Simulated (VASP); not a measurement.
Given:

```
CELL_PARAMETERS angstrom
      0.00000     2.93300     2.93300
      2.93300     0.00000     2.93300
     11.82944    11.82944    -0.09744
ATOMIC_POSITIONS crystal
  Zn 0.98599 0.98599 0.01051
  Zn 0.01141 0.01141 0.24144
  Se 0.24908 0.24908 0.06319
  Se 0.27400 0.27400 0.29450
  Se 0.24656 0.24656 0.56508
  Se 0.22225 0.22225 0.83331
  Hg 0.01851 0.01851 0.48612
  Hg 0.99219 0.99219 0.75585
```

Method: PBEsol GGA, VASP's PBE PAW potentials (set 64) (plane waves; VASP). Numerical set-up: 400 eV cut-off, Gaussian smearing of 0.050 eV, potentials Zn Se Hg.

Q: Give the energies of bands 27 to 40 at the high-symmetry points, in eV from the Fermi level.

A: 
| band | Γ | T | H2 | L | S0 | F |
|---|---|---|---|---|---|---|
| 27 | -3.53 | -2.29 | -5.19 | -5.04 | -5.19 | -4.95 |
| 28 | -1.55 | -1.62 | -5.05 | -4.95 | -5.05 | -4.95 |
| 29 | -1.55 | -1.53 | -3.57 | -2.79 | -3.56 | -2.79 |
| 30 | -1.09 | -1.53 | -3.44 | -2.76 | -3.44 | -2.78 |
| 31 | -1.09 | -1.13 | -2.97 | -2.69 | -2.97 | -2.73 |
| 32 | -0.49 | -1.13 | -2.67 | -2.19 | -2.67 | -2.50 |
| 33 | -0.49 | -0.44 | -2.13 | -2.01 | -2.17 | -2.05 |
| 34 | -0.41 | -0.44 | -2.03 | -1.90 | -1.99 | -1.64 |
| 35 | -0.34 | -0.03 | -1.92 | -1.46 | -1.96 | -1.27 |
| 36 | 0.00 | -0.03 | -1.85 | -1.00 | -1.82 | -0.92 |
| 37 | 0.00 | 0.77 | 2.62 | 1.84 | 2.61 | 1.25 |
| 38 | 1.39 | 1.03 | 2.86 | 2.23 | 2.87 | 2.27 |
| 39 | 1.58 | 1.46 | 3.56 | 2.42 | 3.55 | 2.59 |
| 40 | 1.75 | 1.81 | 3.93 | 3.07 | 3.93 | 2.96 |

It has no gap at this level: it comes out as a metal or semimetal.

The structure was generated: Hg2Zn2Se4 was put into an ordered model structure (R3m), which need not be its known phase. It was relaxed first.
